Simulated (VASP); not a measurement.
Runs of VASP 6.6.1 on Ru. The cell holds a sheet with vacuum, 1 atom: a = 2.379 Å, b = 2.379 Å, c = 23.800 Å, α = 90.00°, β = 90.00°, γ = 90.00°. The cell was built by a generator and needn't be a form met in nature.

```csv
cell,k mesh,gap on the mesh (eV),work function (eV)
"P4/mmm, 134.66 Å³/atom",22 × 22 × 1,none,-
"P4/mmm, 134.95 Å³/atom",8 × 8 × 1,none,(a)
"P4/mmm, 134.95 Å³/atom",22 × 22 × 1,none,-
"P4/mmm, 86.11 Å³/atom",8 × 8 × 1,none,5.45
```

Alike in all rows: task single point; level PBE; potentials or basis VASP PAW PBE potentials, release 64 (Ru_pv); no spin polarisation; cutoff (eV) 520; smearing gaussian 0.1 eV.

Task: Estimate the missing entries.

Result: (a) 5.38.

A k mesh can miss the band edges, and the runs leave out spin-orbit coupling on Ru.

A gap of «none» marks a metal or a gap under the smearing width.
